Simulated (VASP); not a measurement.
# AlN (P6_3mc) in VASP: Born charges and dielectric tensor with PBE

Aim: the Born charges and dielectric tensor of AlN with PBE.

Everything below comes from runs of VASP 6.6.1. Logs are shortened: lines on timing, memory, paths and dates and some standing lists are left out, and cuts for length are marked.

**Experimental background.**

“Self-assembly of well-separated AlN nanowires directly on sputtered metallic TiN films”, 2019, arxiv:1910.07391 quotes, for a bulk crystal of AlN at 10 K: band gap 6.034 eV (an exciton energy, a little under the gap).

The results are compared with them further down.

### Step 1. Starting point

Symmetry: P6_3mc, No. 186, hexagonal system. The conventional cell has a = 3.128 Å, b = 3.128 Å, c = 5.015 Å, α = 90.00°, β = 90.00°, γ = 120.00°. Al (site symmetry 3m) has 4 N at 1.90 to 1.91 Å as nearest neighbours. N (site symmetry 3m) is surrounded by 4 Al at 1.90 to 1.91 Å.

### Step 2. Born charges and dielectric tensor, PBE

INCAR reads:

```
  PREC = Accurate
  ENCUT = 700
  EDIFF = 1E-8
  ISMEAR = 0
  SIGMA = 0.02
  LREAL = False
  LASPH = True
  NELM = 100
  ALGO = Fast
  ISIF = 2
  LWAVE = False
  LCHARG = False
  GGA = PE
  LEPSILON = True
  IBRION = 8
  NSW = 1
  KPAR = 4
```

KPOINTS reads:

```
regular mesh
0
Gamma
  12 12 6
```

POSCAR reads:

```
AlN                                     
1.0
    3.1280304218      0.0000000000     -0.0000000000
   -1.5640152109      2.7089538071      0.0000000000
    0.0000000000      0.0000000000      5.0150912747
  Al              N             
     2     2
Direct
     0.3333333300000021    0.6666666699999979    0.9992451403510751
     0.6666666699999979    0.3333333300000021    0.4992451403510753
     0.3333333300000021    0.6666666699999979    0.3807548596489273
     0.6666666699999979    0.3333333300000021    0.8807548596489274
```

Potentials or basis: VASP PAW PBE potentials, release 64 (Al, N).

The run is started by

```bash
$ cat potpaw_PBE.64/Al/POTCAR potpaw_PBE.64/N/POTCAR > POTCAR
$ mpirun -np 4 vasp_std > vasp.out
```

OUTCAR:

```text
PREC = Accurate
   ENCUT = 700
   EDIFF = 1E-8
   ISMEAR = 0
   LREAL = False
   LASPH = True
   NELM = 100
   ISIF = 2
   GGA = PE
   LEPSILON = True
   IBRION = 8
   NSW = 1

 ion  position               nearest neighbor table
   1  0.333  0.667  0.999-   4 1.90   4 1.90   4 1.90   3 1.91   2 3.09   2 3.09   2 3.09   2 3.09
                             2 3.09   2 3.09
   2  0.667  0.333  0.499-   3 1.90   3 1.90   3 1.90   4 1.91   1 3.09   1 3.09   1 3.09   1 3.09
                             1 3.09   1 3.09
   3  0.333  0.667  0.381-   2 1.90   2 1.90   2 1.90   1 1.91
   4  0.667  0.333  0.881-   1 1.90   1 1.90   1 1.90   2 1.91

  LATTYP: Found a hexagonal cell.
 ALAT       =     3.1280304218
 C/A-ratio  =     1.6032744566

  Lattice vectors:

 A1 = (   3.1280304218,   0.0000000000,   0.0000000000)
 A2 = (  -1.5640152109,   2.7089538071,   0.0000000000)
 A3 = (   0.0000000000,   0.0000000000,   5.0150912747)

Analysis of symmetry for initial positions (statically):
=====================================================================
 Subroutine PRICEL returns:
 Original cell was already a primitive cell.

 Routine SETGRP: Setting up the symmetry group for a
 hexagonal supercell.

 Subroutine GETGRP returns: Found 12 space group operations
 (whereof  6 operations were pure point group operations)
 out of a pool of 24 trial point group operations.

The static configuration has the point symmetry C_3v.
 The point group associated with its full space group is C_6v.

Analysis of symmetry for dynamics (positions and initial velocities):
=====================================================================
 Subroutine PRICEL returns:
 Original cell was already a primitive cell.

 Routine SETGRP: Setting up the symmetry group for a
 hexagonal supercell.

 Subroutine GETGRP returns: Found 12 space group operations
 (whereof  6 operations were pure point group operations)
 out of a pool of 24 trial point group operations.
[... 637 lines left out ...]
 ion    1
    1     2.51592     0.00000     0.00000
    2     0.00000     2.51592    -0.00000
    3     0.00000     0.00000     2.67594
 ion    2
    1     2.51592     0.00000     0.00000
    2     0.00000     2.51592     0.00000
    3     0.00000    -0.00000     2.67594
 ion    3
    1    -2.51592     0.00000     0.00000
    2     0.00000    -2.51592     0.00000
    3     0.00000     0.00000    -2.67594
 ion    4
    1    -2.51592     0.00000     0.00000
    2     0.00000    -2.51592    -0.00000
    3     0.00000     0.00000    -2.67594

 INTERNAL STRAIN TENSOR FOR ION    4 for displacements in x,y,z  (eV/Angst):
          X           Y           Z          XY          YZ          ZX
  --------------------------------------------------------------------------------
  x     0.00000    -0.00000     0.00000     9.86751     0.00000     4.88013
  y     9.86751    -9.86751     0.00000     0.00000     4.93507     0.00000
  z     5.09920     5.09920   -11.26792     0.00000     0.00000     0.00000

 SECOND DERIVATIVES (NOT SYMMETRIZED)
 ------------------------------------
               1X          1Y          1Z          2X          2Y          2Z          3X          3Y          3Z          4X          4Y          4Z
  1X   -15.018861    0.000000    0.000000    0.644687    0.000000    0.000000    1.484982   -0.000000    0.000000   12.889192    0.000000    0.000000
  1Y     0.000000  -15.018861    0.000000    0.000000    0.644687    0.000000    0.000000    1.484982    0.000000   -0.000000   12.889192    0.000000
  1Z     0.000000    0.000000  -20.324035   -0.000000    0.000000    8.251353   -0.000000    0.000000    5.985393   -0.000000    0.000000    6.087289
  2X     0.644687   -0.000000   -0.000000  -15.018861   -0.000000    0.000000   12.889192    0.000000    0.000000    1.484982    0.000000    0.000000
  2Y     0.000000    0.644687   -0.000000    0.000000  -15.018861   -0.000000    0.000000   12.889192   -0.000000   -0.000000    1.484982    0.000000
  2Z     0.000000   -0.000000    8.251353    0.000000    0.000000  -20.324035    0.000000    0.000000    6.087289    0.000000    0.000000    5.985393
  3X     1.486084    0.000000    0.000000   12.891238   -0.000000    0.000000  -15.080160    0.000000    0.000000    0.702838   -0.000000    0.000000
  3Y    -0.000000    1.486084    0.000000    0.000000   12.891238    0.000000    0.000000  -15.080160    0.000000    0.000000    0.702838    0.000000
  3Z     0.000000   -0.000000    5.961355    0.000000    0.000000    6.113384   -0.000000    0.000000  -18.967763    0.000000   -0.000000    6.893024
  4X    12.891238    0.000000    0.000000    1.486084    0.000000    0.000000    0.702838    0.000000    0.000000  -15.080160    0.000000    0.000000
  4Y     0.000000   12.891238    0.000000   -0.000000    1.486084    0.000000    0.000000    0.702838    0.000000    0.000000  -15.080160    0.000000
  4Z     0.000000   -0.000000    6.113384    0.000000    0.000000    5.961355    0.000000    0.000000    6.893024    0.000000    0.000000  -18.967763

 Eigenvectors and eigenvalues of the dynamical matrix
 ----------------------------------------------------

   1 f  =   21.247040 THz   133.499089 2PiTHz  708.724963 cm-1    87.870657 meV
             X         Y         Z           dx          dy          dz
     -0.000000  1.805969  5.011306    -0.000000    0.000000   -0.005861
      1.564015  0.902985  2.503760    -0.000000    0.000000    0.005861
     -0.000000  1.805969  1.909520     0.000000   -0.000000   -0.707082
      1.564015  0.902985  4.417066     0.000000   -0.000000    0.707082
[... 71 lines left out ...]
  12 f/i=    0.001013 THz     0.006367 2PiTHz    0.033804 cm-1     0.004191 meV
             X         Y         Z           dx          dy          dz
     -0.000000  1.805969  5.011306     0.505934   -0.270623   -0.000000
      1.564015  0.902985  2.503760     0.505934   -0.270623   -0.000000
     -0.000000  1.805969  1.909520     0.364415   -0.194925   -0.000000
      1.564015  0.902985  4.417066     0.364415   -0.194925   -0.000000

--------------------------------------------------------------------------------------------------------

 MACROSCOPIC STATIC DIELECTRIC TENSOR IONIC CONTRIBUTION
 ------------------------------------------------------
           3.749799     0.000000     0.000000
           0.000000     3.749799     0.000000
           0.000000     0.000000     5.050773
 ------------------------------------------------------

 ELASTIC MODULI CONTR FROM IONIC RELAXATION (kBar)
 Direction    XX          YY          ZZ          XY          YZ          ZX
 --------------------------------------------------------------------------------
 XX        -632.7141    307.2255    359.6287     -0.0000      0.0000     -0.0000
 YY         307.2255   -632.7141    359.6286     -0.0000     -0.0000      0.0000
 ZZ         359.6287    359.6286   -794.6992      0.0000      0.0000      0.0000
 XY          -0.0000     -0.0000      0.0000   -469.9698     -0.0000     -0.0000
 YZ           0.0000     -0.0000      0.0000     -0.0000   -115.5404     -0.0000
 ZX          -0.0000      0.0000      0.0000      0.0000     -0.0000   -122.5854
 --------------------------------------------------------------------------------

 PIEZOELECTRIC TENSOR IONIC CONTR  for field in x, y, z        (C/m^2)
          XX          YY          ZZ          XY          YZ          ZX
  --------------------------------------------------------------------------------
  x    -0.00000     0.00000     0.00000     0.00000    -0.00000    -0.63796
  y     0.00000    -0.00000     0.00000    -0.00000    -0.61936    -0.00000
  z    -0.85311    -0.85311     1.88518    -0.00000    -0.00000    -0.00000
```

OSZICAR:

```text
N       E                     dE             d eps       ncg     rms          rms(c)
DAV:   1     0.654126464897E+02    0.65413E+02   -0.89955E+03  1824   0.151E+03
DAV:   2    -0.294780518000E+02   -0.94891E+02   -0.87109E+02  2748   0.280E+02
DAV:   3    -0.344279223072E+02   -0.49499E+01   -0.49228E+01  2396   0.674E+01
[... 12 lines left out ...]
RMM:   8    -0.252970402200E+00   -0.37237E-05   -0.10044E-06  4442   0.956E-04    0.281E-04
RMM:   9    -0.252970121560E+00    0.28064E-06   -0.26866E-07  4277   0.420E-04    0.273E-05
RMM:  10    -0.252970211066E+00   -0.89506E-07   -0.26688E-07  4485   0.999E-05    0.134E-05
RMM:  11    -0.252970267100E+00   -0.56034E-07    0.25263E-08  4507   0.575E-05    0.633E-06
RMM:  12    -0.252970288127E+00   -0.21026E-07    0.83250E-09  4648   0.495E-05    0.106E-06
RMM:  13    -0.252970293100E+00   -0.49730E-08   -0.43995E-09  4724   0.433E-05    0.604E-07
 Linear response finished
```

Run time: 7.3 min. Hardware: 4 MPI ranks of Intel Xeon Platinum 8259CL at 2.50GHz (Skylake/Cascade Lake), shared host; peak memory 0.84 GiB.

What came out:

| Quantity | Value |
| --- | --- |
| Band gap on the k mesh | 4.06 eV, direct |
| Electronic dielectric tensor (diagonal) | 4.47, 4.47, 4.69 |
| Born charges (mean of the diagonal) | Al +2.57; N -2.57 e |
| Highest phonon frequency at Γ, LO-TO splitting left out | 709 cm⁻¹ |

Phonon frequencies in cm⁻¹ (negative: imaginary):
```csv
q point,frequencies
"(0.000, 0.000, 0.000)",0 0 0 237 237 537 597 639 639 651 651 709
```

Electronic dielectric tensor:
```
4.47 0.00 0.00
0.00 4.47 0.00
0.00 0.00 4.69
```

Born effective charge tensors (e):
atom 1, Al
```
2.52 0.00 0.00
0.00 2.52 0.00
0.00 0.00 2.68
```
atom 2, Al
```
2.52 0.00 0.00
0.00 2.52 0.00
0.00 0.00 2.68
```
atom 3, N
```
-2.52  0.00  0.00
 0.00 -2.52  0.00
 0.00  0.00 -2.68
```
atom 4, N
```
-2.52  0.00  0.00
 0.00 -2.52  0.00
 0.00  0.00 -2.68
```

### Step 3. Against experiment

Step 2. A measured gap of AlN is 6.034 eV (an exciton energy, a little under the gap; 10 K; quoted in “Self-assembly of well-separated AlN nanowires directly on sputtered metallic TiN films”, 2019, arxiv:1910.07391); the calculated 4.06 eV misses it by -1.97 eV. 2 values of this kind are on record (6.034 to 6.0343 eV); this one was drawn at random. The value is that of PBE on a finite k mesh, which can miss the band edges, without temperature or zero-point motion. Semilocal functionals fall short of measured gaps as a rule.
